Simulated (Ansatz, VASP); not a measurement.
# Cross-check of O (O2) between VASP and Ansatz

Aim: how closely do two programs agree when they are given the same cell, functional and k mesh? The structure shown is the end of the VASP relaxation below.

Main program and level: Ansatz 0.2.0; plane waves, with VASP 6.6.1 beside it; single point at PBEsol.

**1. The starting structure**

The cell holds 2 atoms: 2 O. Its edges and angles: a = 10.000 Å, b = 10.500 Å, c = 13.000 Å, α = 90.0°, β = 90.0°, γ = 90.0°. Vacuum lies along a, b and c.

Structure file:

```
O
1.0
    10.00000    0.00000    0.00000
     0.00000   10.50000    0.00000
     0.00000    0.00000   13.00000
O
2
Direct
  0.50000 0.50000 0.45275
  0.50000 0.50000 0.54725
```

**2. VASP: relaxation, PBEsol**

This run makes the geometry at which the two programs are then compared.

Lines of VASP's logs that name or quote its potential files are left out, and so is its time.

INCAR reads:

```
SYSTEM = O
PREC = Normal
ENCUT = 400
EDIFF = 1E-05
NELM = 120
ISMEAR = 0
SIGMA = 0.01
LREAL = Auto
ALGO = Normal
GGA = PS
NBANDS = 14
ISPIN = 2
MAGMOM = 1 0.2
LASPH = .TRUE.
LORBIT = 11
LWAVE = .FALSE.
LCHARG = .FALSE.
NCORE = 2
IBRION = 2
NSW = 60
ISIF = 2
EDIFFG = -0.03
POTIM = 0.4
MAXMIX = 40
ISYM = 0
```

POSCAR reads:

```
O
1.0
   10.0000000000      0.0000000000      0.0000000000
    0.0000000000     10.5000000000      0.0000000000
    0.0000000000      0.0000000000     13.0000000000
O
2
Direct
    0.5000000000      0.5000000000      0.4534615400
    0.5000000000      0.5000000000      0.5465384600
```

KPOINTS reads:

```
Automatic mesh
0
Gamma
1 1 1
0 0 0
```

Potentials, in the order of the species: O (PBE family, release 64).

Command:

```bash
$ mpirun -np 2 vasp_gam
```

Numbers of over 12 decimals in the logs are rounded to 6 here.

The log of the run:

```text
[banner, memory and clock lines left out]
running    2 mpi-ranks, on    1 nodes
 distrk:  each k-point on    2 cores,    1 groups
 distr:  one band on    2 cores,    1 groups

 POSCAR found type information on POSCAR O
 POSCAR found :  1 types and       2 ions
|                                                                             |
|               ----> ADVICE to this user running VASP <----                  |
|                                                                             |
|     You have a (more or less) 'small supercell' and for smaller cells       |
|     it is recommended to use the reciprocal-space projection scheme!        |
|     The real-space optimization is not efficient for small cells and it     |
|     is also less accurate ...                                               |
|     Therefore, set LREAL=.FALSE. in the INCAR file.                         |
|                                                                             |

|                                                                             |
|               ----> ADVICE to this user running VASP <----                  |
|                                                                             |
|     You enforced a specific xc type in the INCAR file but a different       |
|     [... a line on the potential file left out ...]
|     I HOPE YOU KNOW WHAT YOU ARE DOING!                                     |
|                                                                             |

 LDA part: xc-table for (Slater+PW92), standard interpolation
 POSCAR, INCAR and KPOINTS ok, starting setup
 FFT: planning ... GRIDC
 FFT: planning ... GRID_SOFT
 FFT: planning ... GRID
 WAVECAR not read
 entering main loop
       N       E                     dE             d eps       ncg     rms          rms(c)
DAV:   1     0.128061004495E+03    0.12806E+03   -0.25300E+03    72   0.369E+02
DAV:   2     0.403641544779E+02   -0.87697E+02   -0.82092E+02    90   0.851E+01
DAV:   3    -0.596738878156E+01   -0.46332E+02   -0.46142E+02    80   0.733E+01
DAV:   4    -0.997829144029E+01   -0.40109E+01   -0.40105E+01    56   0.285E+01
DAV:   5    -0.100183064693E+02   -0.40015E-01   -0.40014E-01    96   0.293E+00    0.801E+00
DAV:   6    -0.864511614904E+01    0.13732E+01   -0.32561E+00    56   0.995E+00    0.344E+00
DAV:   7    -0.955172985506E+01   -0.90661E+00   -0.61191E-01    56   0.552E+00    0.158E+00
DAV:   8    -0.995986407432E+01   -0.40813E+00   -0.23626E-01    56   0.250E+00    0.797E-01
DAV:   9    -0.100944187725E+02   -0.13455E+00   -0.60933E-02    56   0.159E+00    0.428E-01
DAV:  10    -0.101817437110E+02   -0.87325E-01   -0.12324E-02    56   0.715E-01    0.167E-01
DAV:  11    -0.102203098710E+02   -0.38566E-01   -0.39005E-03    68   0.344E-01    0.850E-02
DAV:  12    -0.102436692371E+02   -0.23359E-01   -0.63390E-04    56   0.154E-01    0.299E-02
DAV:  13    -0.102507099523E+02   -0.70407E-02   -0.15165E-04    62   0.593E-02    0.148E-02
DAV:  14    -0.102570405352E+02   -0.63306E-02   -0.93764E-05    56   0.359E-02    0.691E-03
DAV:  15    -0.102585971608E+02   -0.15566E-02   -0.42983E-05    56   0.225E-02    0.352E-03
DAV:  16    -0.102588294595E+02   -0.23230E-03   -0.20421E-05    56   0.155E-02    0.191E-03
DAV:  17    -0.102588281308E+02    0.13287E-05   -0.58368E-06    56   0.982E-03
   1 F= -.10258828E+02 E0= -.10258828E+02  d E =-.102588E+02  mag=     2.0013
[...]
2 F= -.99907834E+01 E0= -.99907834E+01  d E =0.268045E+00  mag=     2.0014
[...]
3 F= -.10272551E+02 E0= -.10272551E+02  d E =-.137226E-01  mag=     2.0002
 curvature:  -0.11 expect dE=-0.105E-04 dE for cont linesearch -0.105E-04
 ZBRENT: interpolating
 opt :   0.1607  next Energy=   -10.272558 (dE=-0.137E-01)
 bond charge predicted
       N       E                     dE             d eps       ncg     rms          rms(c)
DAV:   1    -0.102725750546E+02   -0.32676E-04   -0.57849E-04    56   0.170E-01    0.993E-03
DAV:   2    -0.102725858780E+02   -0.10823E-04   -0.74135E-06    56   0.205E-02    0.319E-03
DAV:   3    -0.102725845554E+02    0.13226E-05   -0.13502E-07    56   0.247E-03
   4 F= -.10272585E+02 E0= -.10272585E+02  d E =-.137564E-01  mag=     2.0001
 curvature:  -0.08 expect dE=-0.479E-07 dE for cont linesearch -0.479E-07
 trial: gam= 0.00000 g(F)=  0.596E-06 g(S)=  0.000E+00 ort =-0.320E-03 (trialstep = 0.832E+00)
 search vector abs. value=  0.596E-06
 reached required accuracy - stopping structural energy minimisation
```

From OUTCAR (step 2):

```text
ion  position               nearest neighbor table
   1  0.500  0.500  0.453-   2 1.21
   2  0.500  0.500  0.547-   1 1.21

 Found      1 irreducible k-points:

   k-points           NKPTS =      1   k-points in BZ     NKDIM =      1   number of bands    NBANDS=     14

   dimension x,y,z NGX =    50 NGY =   54 NGZ =   64
   dimension x,y,z NGXF=   100 NGYF=  108 NGZF=  128

   ENCUT  =  400.0 eV  29.40 Ry    5.42 a.u.  16.31 17.12 21.20*2*pi/ulx,y,z

   NELECT =      12.0000    total number of electrons

 k-points in reciprocal lattice and weights: Automatic mesh
   0.00000000  0.00000000  0.00000000       1.000

 average (electrostatic) potential at core
       1 -83.6393       2 -83.6392

 E-fermi :  -6.7856

 spin component 1
 k-point     1 :       0.0000    0.0000    0.0000
  band No.  band energies     occupation
    ...
      3     -13.4104      1.00000
      4     -13.2977      1.00000
      5     -13.2961      1.00000
      6      -6.8410      1.00000
      7      -6.8399      1.00000
      8      -0.2778      0.00000
      9       0.5035      0.00000
     10       0.6581      0.00000
     11       1.0405      0.00000
     12       1.1583      0.00000
    ...

 spin component 2
 k-point     1 :       0.0000    0.0000    0.0000
  band No.  band energies     occupation
      1     -31.3053      1.00000
      2     -18.6653      1.00000
      3     -12.3899      1.00000
      4     -11.4643      1.00000
      5     -11.4631      1.00000
      6      -4.5897      0.00000
      7      -4.5891      0.00000
      8      -0.1595      0.00000
      9       0.6730      0.00000
     10       0.7252      0.00000
    ...

  Total       -1.5729138     -1.6154875     -1.1735791      0.0000000      0.0000000      0.0000000
  in kB       -1.8462174     -1.8961886     -1.3774959      0.0000000      0.0000000      0.0000000
  external PRESSURE =      -1.7066340 kB  Pullay stress =       0.0000000 kB

  energy-cutoff  :      400.00
  volume of cell :     1365.00
      direct lattice vectors                 reciprocal lattice vectors
    10.000000000  0.000000000  0.000000000     0.100000000  0.000000000  0.000000000
     0.000000000 10.500000000  0.000000000     0.000000000  0.095238095  0.000000000
     0.000000000  0.000000000 13.000000000     0.000000000  0.000000000  0.076923077

 POSITION                                       TOTAL-FORCE (eV/Angst)
 -----------------------------------------------------------------------------------
      5.00000      5.25000      5.88574         0.000000     -0.000000      0.002779
      5.00000      5.25000      7.11426        -0.000000      0.000000     -0.002779
 -----------------------------------------------------------------------------------
    total drift:                               -0.000000      0.000000      0.000118

  FREE ENERGIE OF THE ION-ELECTRON SYSTEM (eV)
  ---------------------------------------------------
  free  energy   TOTEN  =       -10.2725845554 eV

  energy  without entropy=      -10.2725845554  energy(sigma->0) =      -10.27258456

 reached required accuracy - stopping structural energy minimisation

 total charge
# of ion       s       p       d       tot
------------------------------------------
    1        1.635   3.292   0.000   4.927
    2        1.635   3.292   0.000   4.927
--------------------------------------------------
tot          3.271   6.584   0.000   9.854

 magnetization (x)
# of ion       s       p       d       tot
------------------------------------------
    1        0.009   0.804   0.000   0.813
    2        0.009   0.804   0.000   0.813
--------------------------------------------------
tot          0.018   1.609   0.000   1.627
```

CONTCAR:

```
O
   1.00000000000000
    10.0000000000000000    0.0000000000000000    0.0000000000000000
     0.0000000000000000   10.5000000000000000    0.0000000000000000
     0.0000000000000000    0.0000000000000000   13.0000000000000000
  O
     2
Direct
     0.5000000006201353    0.4999999996656577    0.4527494003744533
     0.4999999993798646    0.5000000003343423    0.5472505996255468
```

**3. Ansatz: single point, PBEsol**

Ansatz runs on its default PAW (the set named soft_2) files.

The same cell, functional, mesh and smearing now go to Ansatz, which takes its cutoff from its data sets.

input.yaml reads:

```yaml
crystal:
  lattice:
    - [10.0, 0.0, 0.0]
    - [0.0, 10.5, 0.0]
    - [0.0, 0.0, 13.0]
  atoms:
    - { symbol: O, position: [0.5, 0.5, 0.4527494], spin: 1.0 }
    - { symbol: O, position: [0.5, 0.5, 0.5472506], spin: 0.2 }
hamiltonian:
  xc: pbesol
  pseudopotentials: { kind: paw }
magnetization:
  spin_polarized: true
kpoints:
  mp_grid: { grid: [1, 1, 1] }
scf:
  occupations: { method: gaussian, width: 0.01 }
  n_extra_bands: 6
output:
  forces: true
  eigenvalues: true
```

Command:

```bash
$ ansatz run input.yaml --threads 4 --pin off --max-ram 9216MiB --backend cpu --events-out ev --progress --plain --runs-dir out
```

The log of the run:

```text
scf.n_extra_bands = 6 over 6 filled bands (N_el = 12.0): the run solves 12 bands
Engine: ansatz 0.2.0, aarch64-unknown-linux-gnu
Pseudopotentials: kind: paw
Pseudopotential: O, paw, valence charge 6, recommended cutoff 420 eV (normal), O.paw.azcp
Functional definition: PBEsol
  exchange = pbesol_x
  correlation = pbesol_c
Crystal: 2 atoms, lattice volume = 1365.000 Å³
Basis set: ecut = 420 eV, 26737 PW (Γ), exchange–correlation on 144×144×180 points (8 copies of the dense FFT grid, shifted against one another)
Bands: 12, of which v1, the nominal top of the filled ones, is band 6 counted from 1 (5 counted from 0)
Symmetry: 4 space group operations
Space group: Pmm2 (ITA 25), of the structure as read, at distance tolerance 1.1e-4 Å
Magnetic group: BNS 25.57 (UNI 155), of the structure as read, at distance tolerance 1.1e-4 Å
k-points: 1
Non-local potential: O, projectors of the file, l = 0: 2, l = 1: 2, l = 2: 1
PAW form: soft (Blöchl's): semilocal exchange-correlation on the pseudo side does not see the compensation charge
PAW frozen core: O, regenerated for the run's functional, and the local potential with it (the file was generated under x = pbe(κ = 0.804, μ = 0.219515), c = pbe(β = 0.066725))
PAW one-centre angular grid: O, 110 points (default); XC on 64 Gauss nodes
Initial density: superposition of atomic densities (neutral atoms: chi_scale 0, normalization atom)
Starting moments: Σ|m| = 1.2 μB on 2 of 2 sites
Initial wavefunctions: pseudopotential atomic-orbital guess
Functional: x = pbesol(κ = 0.804, μ = 0.123457), c = pbesol(β = 0.046)
SCF iter   1: F=—  HF=-1116.214287 eV  |F-HF|=—  |Δ(HF+E_count)|=         —  Δρ=1.28e-2 (↑1.28e-2 ↓7.53e-3)  dr2=5.98e-1  dr2_m=1.03e0  M=2.000 μB ∫|m|=2.012 μB  β_m=1.00  ethr=3.10e-3  ⟨swp⟩=8.0  Hψ=174  notcnv=0
preconditioner: auto → Resta (q_TF=auto, 1.239 Å⁻¹)  ε∞=1.1  [insulator: Δε(μ)=0.942 eV  Ē_g=11.052 eV  σ=0.010 eV  W_gap=1.00  n_scr=38 (ndim 8)  ℏωp=2.8 eV  f_vac=0.938  D(μ)=0.00/eV (n_scr^D=0)  ε∞_Penn≈1.1  vacuum switching on, ρ_ref=8.9e-3 e/Å³]
spin=Collinear: Resta preconditioning applied to the charge; magnetization (m = ρ↑ − ρ↓) channel mixes plain (no charge-response kernel on spin).
SCF iter   2: F=—  HF=-1116.387256 eV  |F-HF|=—  |Δ(HF+E_count)|=   1.73e-1  Δρ=4.11e-3 (↑3.84e-3 ↓4.11e-3)  dr2=2.52e-1  dr2_m=5.61e-2  M=2.000 μB ∫|m|=2.037 μB  β_m=0.30  ethr=3.10e-3  ⟨swp⟩=2.0  Hψ=57  notcnv=0
SCF iter   3: F=—  HF=-1116.453549 eV  |F-HF|=—  |Δ(HF+E_count)|=   6.63e-2  Δρ=2.76e-3 (↑2.76e-3 ↓1.77e-3)  dr2=6.95e-2  dr2_m=1.51e-2  M=2.000 μB ∫|m|=2.039 μB  β_m=0.30  ethr=2.10e-3  ⟨swp⟩=2.5  Hψ=34  notcnv=0  defer=1
SCF iter   4: F=—  HF=-1116.492745 eV  |F-HF|=—  |Δ(HF+E_count)|=   3.92e-2  Δρ=1.33e-3 (↑1.33e-3 ↓9.15e-4)  dr2=7.14e-3  dr2_m=1.08e-2  M=2.000 μB ∫|m|=2.041 μB  β_m=0.30  ethr=5.79e-4  ⟨swp⟩=2.0  Hψ=35  notcnv=0  defer=3
SCF iter   5: F=—  HF=-1116.523192 eV  |F-HF|=—  |Δ(HF+E_count)|=   3.04e-2  Δρ=1.33e-3 (↑6.80e-4 ↓1.33e-3)  dr2=9.70e-3  dr2_m=1.17e-2  M=2.000 μB ∫|m|=2.042 μB  β_m=0.30  ethr=5.95e-5  ⟨swp⟩=3.0  Hψ=60  notcnv=0  defer=3
SCF iter   6: F=—  HF=-1116.537729 eV  |F-HF|=—  |Δ(HF+E_count)|=   1.45e-2  Δρ=7.98e-4 (↑5.87e-4 ↓7.98e-4)  dr2=1.40e-3  dr2_m=5.87e-3  M=2.000 μB ∫|m|=2.043 μB  β_m=0.30  ethr=5.95e-5  ⟨swp⟩=2.5  Hψ=38  notcnv=0  defer=3
SCF iter   7: F=—  HF=-1116.545685 eV  |F-HF|=—  |Δ(HF+E_count)|=   7.96e-3  Δρ=5.88e-4 (↑4.64e-4 ↓5.88e-4)  dr2=5.64e-4  dr2_m=3.40e-3  M=2.000 μB ∫|m|=2.045 μB  β_m=0.30  ethr=1.17e-5  ⟨swp⟩=3.0  Hψ=39  notcnv=0  defer=3
SCF iter   8: F=—  HF=-1116.549757 eV  |F-HF|=—  |Δ(HF+E_count)|=   4.07e-3  Δρ=4.00e-4 (↑4.00e-4 ↓3.27e-4)  dr2=2.03e-4  dr2_m=1.63e-3  M=2.000 μB ∫|m|=2.045 μB  β_m=0.30  ethr=4.70e-6  ⟨swp⟩=4.0  Hψ=51  notcnv=0  defer=3
SCF iter   9: F=—  HF=-1116.551910 eV  |F-HF|=—  |Δ(HF+E_count)|=   2.15e-3  Δρ=3.72e-4 (↑2.88e-4 ↓3.72e-4)  dr2=2.23e-4  dr2_m=1.34e-3  M=2.000 μB ∫|m|=2.046 μB  β_m=0.30  ethr=1.69e-6  ⟨swp⟩=3.0  Hψ=45  notcnv=0  defer=3
Mixer restart at iter 9: flushing history
spin-set hold released at iteration 9 (site moments contracting): the magnetisation degrees of freedom join the quasi-Newton model from the next iteration; the mixer history was flushed
SCF iter  10: F=—  HF=-1116.553048 eV  |F-HF|=—  |Δ(HF+E_count)|=   1.14e-3  Δρ=2.55e-4 (↑2.55e-4 ↓2.18e-4)  dr2=1.80e-5  dr2_m=6.96e-4  M=2.000 μB ∫|m|=2.046 μB  β_m=0.59  ethr=1.69e-6  ⟨swp⟩=2.5  Hψ=41  notcnv=0  defer=3
SCF iter  11: F=—  HF=-1116.554923 eV  |F-HF|=—  |Δ(HF+E_count)|=   1.88e-3  Δρ=4.37e-4 (↑8.55e-5 ↓4.37e-4)  dr2=3.48e-3  dr2_m=4.62e-4  M=2.000 μB ∫|m|=2.047 μB  β_m=0.59  ethr=1.50e-7  ⟨swp⟩=3.0  Hψ=69  notcnv=0  defer=3
SCF iter  12: F=—  HF=-1116.554380 eV  |F-HF|=—  |Δ(HF+E_count)|=   5.43e-4  Δρ=2.55e-5 (↑1.80e-5 ↓2.55e-5)  dr2=2.55e-6  dr2_m=5.49e-6  M=2.000 μB ∫|m|=2.048 μB  β_m=0.80  ethr=1.50e-7  ⟨swp⟩=3.0  Hψ=52  notcnv=0  defer=3
SCF iter  13: F=—  HF=-1116.554315 eV  |F-HF|=—  |Δ(HF+E_count)|=   6.52e-5  Δρ=5.79e-6 (↑3.64e-6 ↓5.79e-6)  dr2=2.81e-7  dr2_m=2.23e-7  M=2.000 μB ∫|m|=2.048 μB  β_m=0.87  ethr=2.13e-8  ⟨swp⟩=2.5  Hψ=44  notcnv=0  defer=3
iter 14 met the thresholds in force, and the SCF goes on: an eigenvalue changes by 0.12 meV, over its tolerance of 0.07 meV (output.eigenvalues, Limitations)
SCF iter  14: F=-1116.554315 eV  HF=-1116.554315 eV  |F-HF|=1.02e-8  |Δ(HF+E_count)|=   7.62e-8  Δρ=1.01e-6 (↑6.66e-7 ↓1.01e-6)  dr2=1.52e-8  dr2_m=3.88e-9  M=2.000 μB ∫|m|=2.048 μB  β_m=0.81  ethr=8.33e-10  ⟨swp⟩=12.5  Hψ=148  notcnv=0
SCF iter  15: F=-1116.554315 eV  HF=-1116.554315 eV  |F-HF|=1.86e-10  |Δ(HF+E_count)|=   4.40e-9  Δρ=3.01e-7 (↑3.01e-7 ↓2.09e-7)  dr2=5.21e-10  dr2_m=6.75e-10  M=2.000 μB ∫|m|=2.048 μB  ethr=1.27e-10  ⟨swp⟩=2.0  Hψ=69  notcnv=0
SCF 1 converged in 15 iterations: F = -1116.554315 eV  dr2 = 5.21e-10
  greatest PAW one-centre occupation: 0.885 electrons in one spin orbital (limit 2), on the O atom at site 0 (counted from 0), in its partial waves of l = 0
iteration 15: the least curvature of the free energy that was read at this close is 0.772 (0.911 in the run's own bands): not negative
SCF converged after 15 iterations
an eigenvalue changed by more than its tolerance at an iteration that met the thresholds in force, so the SCF went on 1 time: the last check found none over its tolerance
Magnetization: 2.0000 μB (7.0000 up, 5.0000 down)
Absolute magnetization: 2.0483 μB (∫|ρ↑−ρ↓|, with the PAW one-centre terms)
Spin contamination: 0.0044 ħ² per cell (⟨S²⟩ above its minimum at these occupations)
Per-site moments (μB) at R_I (Å): [(0.564351, 0.506763), (0.564349, 0.506763)]
Free energy (F): -1116.554315 eV
Harris-Foulkes:  -1116.554315 eV  (|F-HF|=1.86e-10)
Internal energy: -1116.554315 eV  (E = F + TS)
E sigma→0 (E₀):  -1116.554315 eV
Fermi energy:    -5.652962 eV
--- Per-component energies (eV) ---
  E_band       = -191.034142
  E_kinetic    = 339.738915
  E_local      = -2167.458052  (includes V_loc(G=0)·N_el)
  E_nonlocal   = 98.375967
  E_hartree    = 894.127885
  E_xc         = -140.698554
  E_vxc        = -180.050413  (∫ρ·V_xc dr)
  E_paw        = -303.297634  (= ΣΔE_a)
  E_vpaw       = -69.901722  (= ΣTr[D̂ρ^β])
  E_aug_tail   = 0.004679  (compensation charges beyond the density's cutoff)
  E_ewald      = 162.581903
  E_core_change = 0.070576  (= ΣΔE_core)
  E_smearing   = -0.000000  (= −TS)
  E_closure    = -0.000000  (closes the sum)
  Σ components = -1116.554315   (vs F -1116.554315, Δ=0.00e0)
--- Forces (eV/Å), atoms counted from 1 ---
  atom   1  O      0.00000000     0.00000000     1.25337276
  atom   2  O      0.00000000     0.00000000    -1.25334866
  max |Σ_I F_I| component: 2.41e-5 eV/Å
--- Band table (eV) ---
  k-point 0 ↑: bands = [... 2 lower, -13.3947, -13.2152, -13.2152, -6.7755, -6.7754, -0.2175, 0.5570, 0.7371, ... 2 higher]
  k-point 0 ↓: bands = [... 2 lower, -12.3457, -11.3853, -11.3852, -4.5305, -4.5304, -0.1255, 0.7070, 0.7872, ... 2 higher]
```

It took 8 s on 4 threads of Arm Neoverse V1, shared host; peak memory 0.93 GiB; 30 s of CPU time.

**4. Side by side**

Known differences besides the potentials themselves: the cutoff is 420 eV in Ansatz and 400 eV in VASP (PREC = Normal, projectors in real space); Ansatz makes its cores anew for this functional, VASP keeps those of its PBE data sets; site moments are counted in spheres of each program's own size. Total energies have different zeros and are not compared.

The two programs side by side:

| quantity | Ansatz | VASP | difference |
| --- | --- | --- | --- |
| gap on the k mesh (eV) | 2.245 | 2.250 | -0.005 |
| total moment (μB) | 2.00 | 2.00 | 0.00 |
| moment on O1 (μB) | 0.56 | 0.81 | -0.25 |
| moment on O2 (μB) | 0.56 | 0.81 | -0.25 |

At this near-relaxed geometry the largest component of a force difference is 1251 meV/Å.

**5. Further runs**

Further runs change the set-up of one program: Ansatz's method, potentials or start, or VASP's data sets, cutoff or form of LDA. The table gives Ansatz less VASP for each quantity, since a change that brings one quantity closer may part another.

| run | r.m.s. force difference (meV/Å) | gap on the k mesh (eV) | total moment (μB) |
| --- | --- | --- | --- |
| as above | 722 | -0.0053 | -1.0e-4 |
| cores kept as stored | 688 | -0.0055 | -1.0e-4 |
| Ansatz's larger PAW set (cutoff 900 eV) | 689 | 0.013 | -1.0e-4 |
| norm-conserving potentials (cutoff 1143 eV) | 809 | 0.065 | -1.0e-4 |

**6. Summary of results**

```json
{
 "r.m.s. force difference (single point, PBEsol)": "722 meV/Å"
}
```

In words: The r.m.s. force difference is 722 meV/Å (single point, PBEsol), beyond the 12 meV/Å picked in this series as the mark of a large difference. Single point, PBEsol, Ansatz's larger PAW set (cutoff 900 eV): the difference in gap on the k mesh goes from -0.0053 to 0.013 eV. Single point, PBEsol, norm-conserving potentials (cutoff 1143 eV): the difference in gap on the k mesh goes from -0.0053 to 0.065 eV. How closely two codes agree says nothing of how well the functional describes the real material.

[Lines on the potential files, build, host, timing and source positions are cut from VASP's logs without a mark.]

[Logs are printed without paths, hosts, clocks, repeated set-up lines and the standing remarks that a program may print on its own settings, such as how far it seeks lower states.]

[Hosts, paths, dates, database ids (printed as entryN), source tags and the programs' standing remarks are cut or masked in the printed files.]
